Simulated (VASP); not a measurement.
Data:

```
PbTe
1.0
    0.00000     3.19159     3.19159
    3.19159     0.00000     3.19159
    3.19159     3.19159     0.00000
Te Pb
1 1
Cartesian
  3.19159   3.19159   3.19159
  0.00000   0.00000   0.00000
```

Level of theory: LDA (Ceperley-Alder, Perdew-Zunger), VASP's LDA PAW potentials (set 64) (plane waves; VASP). Settings: 400 eV cut-off, 7×7×7 Γ-centred mesh, Gaussian smearing of 0.050 eV, potentials Te Pb_d.

Question: Estimate the energy per atom (σ→0).

Answer: 
| Item | Result |
|---|---|
| energy per atom (σ→0) | -4.388 eV/atom |

The compound is PbTe in the rock salt structure. It was relaxed first. The start is the result of an earlier pass.
